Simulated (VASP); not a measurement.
**TaMo2C3: relaxation of cell and atoms with PBE**

TaMo2C3:

```
Ta Mo C
1.0
    -2.53235    2.53235    3.80062
     2.53235   -2.53235    3.80062
     2.53235    2.53235   -3.80062
Ta Mo C
1 2 3
Cartesian
  0.0000 0.0000 3.8006
  0.0000 0.0000 5.8894
  0.0000 0.0000 1.7118
  0.0000 2.5323 0.0000
  2.5323 0.0000 0.0000
  0.0000 0.0000 0.0000
```

The cell was built by a generator and needn't be a form met in nature.

- Program: VASP 6.6.1
- Task: relaxation of cell and atoms
- Functional: PBE
- Potentials or basis: VASP PAW PBE potentials, release 64 (Ta_pv, Mo_sv, C)
- Cutoff: 520 eV
- k mesh: 5 × 5 × 5
- Occupations: gaussian, width 0.15 eV
- Spin: no spin polarisation
- Further INCAR settings: PREC = Normal; ALGO = Fast; EDIFF = 0.0001; IBRION = 2; EDIFFG = -0.08; NSW = 24; ISIF = 3

```
Relaxed volume                         : 13.75 Å³/atom
Relaxed cell                           : a = 5.707 Å, b = 5.707 Å, c = 5.707 Å, α = 137.94°, β = 137.94°, γ = 60.99°
Space group after relaxing (to 0.05 Å) : I4/mmm (No. 139)
Energy gained by relaxing              : 1622.9 meV/atom
Ionic steps                            : 15
Pressure after relaxing                : 0.1 GPa
Largest force after relaxing           : 0.036 eV/Å
Band gap on the k mesh                 : none (metal or under the smearing width)
```

Forces in eV/Å, atoms in the order of the input:
```
Ta   0.000  0.000  0.000
Mo   0.000  0.000  0.036
Mo   0.000  0.000 -0.036
C    0.000  0.000  0.000
C    0.000  0.000  0.000
C    0.000  0.000  0.000
```

Step by step:
| step | energy change (eV) | largest force (eV/Å) | pressure (GPa) | volume (Å³) |
| --- | --- | --- | --- | --- |
| 1 | 0.0000 | 2.6062 | 8.84 | 97.49 |
| 2 | -6.9420 | 2.7406 | -28.70 | 101.58 |
| 3 | -6.9333 | 2.1910 | -26.67 | 102.02 |
| 4 | -7.7227 | 1.6332 | 41.17 | 69.59 |
| 5 | -9.3990 | 1.9918 | -2.06 | 82.04 |
| 6 | -9.4586 | 1.9671 | -1.28 | 81.60 |
| 7 | -9.6344 | 0.3121 | 3.92 | 80.56 |
| 8 | -9.6611 | 0.5528 | 2.10 | 80.82 |
| 9 | -9.6611 | 0.4907 | 2.36 | 80.81 |
| 10 | -9.7087 | 0.0550 | -0.65 | 82.56 |
| 11 | -9.7116 | 0.0727 | -1.48 | 83.07 |
| 12 | -9.7365 | 0.1384 | -0.24 | 82.61 |
| 13 | -9.7368 | 0.1225 | -0.33 | 82.66 |
| 14 | -9.7367 | 0.0984 | 0.53 | 82.34 |
| 15 | -9.7373 | 0.0362 | 0.13 | 82.50 |

Final structure:
```xyz
6
Lattice="-2.0480 2.0480 4.9176 2.0480 -2.0480 4.9176 2.0480 2.0480 -4.9176" Properties=species:S:1:pos:R:3 pbc="T T T"
Ta    0.0000    0.0000    4.9176
Mo    0.0000    0.0000    7.9520
Mo    0.0000    0.0000    1.8832
C     0.0000    2.0480    0.0000
C     2.0480    0.0000    0.0000
C     0.0000    0.0000    0.0000
```

Levels at points of the mesh, in eV from the Fermi level:
| k point | band 23 | band 24 | band 25 | band 26 | band 27 | band 28 |
| --- | --- | --- | --- | --- | --- | --- |
| (0.00, 0.00, 0.00) | -0.60 | 0.15 | 0.15 | 0.29 | 0.29 | 0.70 |

Run time: 3.5 min on 1 thread of Intel(R) Xeon(R) 6975P-C (Granite Rapids), with other jobs on the host, peak memory 0.21 GiB.

Caveat: the volume moved by over 15 % at a fixed basis, so the end points are rough; the relaxation stopped at a loose force limit of 0.08 eV/Å, so its end isn't a converged minimum. Spin-orbit coupling is left out, which matters for the levels of Ta.
